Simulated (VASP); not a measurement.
OSZICAR of a VASP run on Al (fcc):

### OSZICAR
```
       N       E                     dE             d eps       ncg     rms          rms(c)
DAV:   1    -0.231362207124E+01   -0.23136E+01   -0.87388E+02  1950   0.258E+02
DAV:   2    -0.351733337586E+01   -0.12037E+01   -0.11716E+01  2376   0.214E+01
DAV:   3    -0.352457245926E+01   -0.72391E-02   -0.72382E-02  2268   0.176E+00
DAV:   4    -0.352459059332E+01   -0.18134E-04   -0.18134E-04  2274   0.813E-02
DAV:   5    -0.352459066455E+01   -0.71224E-07   -0.71462E-07  2304   0.404E-03    0.235E+00
DAV:   6    -0.375972384888E+01   -0.23513E+00   -0.15222E-02  1836   0.103E+00    0.912E-01
DAV:   7    -0.375493511307E+01    0.47887E-02   -0.68638E-03  2004   0.619E-01    0.627E-01
DAV:   8    -0.375339313804E+01    0.15420E-02   -0.14343E-03  1908   0.273E-01    0.270E-01
DAV:   9    -0.375316137005E+01    0.23177E-03   -0.18775E-04  2232   0.981E-02    0.782E-02
DAV:  10    -0.375316280375E+01   -0.14337E-05   -0.38141E-05  1980   0.472E-02    0.306E-02
DAV:  11    -0.375317337292E+01   -0.10569E-04   -0.10147E-05  1938   0.273E-02    0.498E-03
DAV:  12    -0.375317304045E+01    0.33247E-06   -0.61300E-07  1302   0.810E-03
   1 F= -.37531730E+01 E0= -.37534304E+01  d E =0.771986E-03  mag=     0.0000
```

Problem. Which electronic solver shows in the log?

Solution. It is blocked Davidson (ALGO = Normal, or the opening steps of other solvers). The INCAR had ALGO = Normal.

Problem. How was spin treated?

Solution. Collinear spin (ISPIN = 2): the summary line carries one mag value, 0.00 μB in the cell.

Problem. Can the final energy be trusted as converged?

Solution. The calculation finished and met its thresholds. It stopped with EDIFF = 1E-6, NELM = 100 (PBE GGA, plane waves, VASP's PBE PAW potentials (set 64)).

The compound is Al in the fcc structure. The cell was not relaxed at this level.
